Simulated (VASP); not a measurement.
Consider the following.

```
MgTe
1.0
    2.15921    -3.73987     0.00000
    2.15921     3.73987     0.00000
    0.00000     0.00000     7.02313
Mg Te
2 2
Direct
  0.66667   0.33333   0.49973
  0.33333   0.66667   0.99973
  0.66667   0.33333   0.87627
  0.33333   0.66667   0.37627
```

Method: PBE GGA, VASP's PBE PAW potentials (set 64) (plane waves; VASP). Run with 480 eV cut-off, 6×6×4 Γ-centred mesh, Gaussian smearing of 0.050 eV, potentials Mg Te.

Unless said otherwise, spin-orbit coupling is left out, though it shifts the bands of the heavy elements here.

Task: Estimate the energy per atom (σ→0), pressure, band gap (on the k-mesh) with the smallest direct gap where there is one.

Result: 
| Item | Result |
|---|---|
| band gap (on the k-mesh) | 3.06 eV |
| smallest direct gap (on the k-mesh) | 3.30 eV |
| energy per atom (σ→0) | -293.4 kJ/mol-atom |
| pressure | 100.0 kbar |

Only differences to runs with the same potentials and settings are physical.

The compound is MgTe in the wurtzite structure. It was relaxed first under an external pressure of 10 GPa.
